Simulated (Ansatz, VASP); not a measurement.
## KScBr4 in VASP and in Ansatz

```
K Sc Br
1.0
     0.00000    4.33551    4.33551
     4.33551    0.00000    4.33551
     4.33551    4.33551    0.00000
K Sc Br
1 1 4
Direct
  0.25000 0.25000 0.25000
  0.00000 0.00000 0.00000
  0.62577 0.12269 0.62577
  0.62577 0.62577 0.12269
  0.62577 0.62577 0.62577
  0.12269 0.62577 0.62577
```

Alike in both runs: task relaxation of cell and atoms; functional PBE; k mesh 4 × 4 × 4; occupations gaussian, width 0.1 eV; no spin polarisation.

```csv
,VASP,Ansatz
version,VASP 6.6.1,Ansatz 0.2.0
potentials or method,"VASP PAW PBE potentials, release 64 (K_sv, Sc_sv, Br)","scalar-relativistic, plane waves, PAW"
plane-wave cutoff (eV),600,420
valence electrons in the cell,48,48
```

```tsv
	VASP	Ansatz	Ansatz less VASP
gap on the k mesh at the Fermi level, each at its own relaxed structure (eV)	none	none	-
relaxed volume (Å³/atom)	32.32	32.12	-0.205
relaxed cell length with the largest relative difference (Å)	6.497	6.483	-0.0137
energy change over the relaxation (meV/atom)	-72	-72	+0.5
```

A gap of «none» marks a metal or a gap that the smearing closes.

Caveats: the volume moved by over 15 % at a fixed basis, so the end points are rough (VASP).
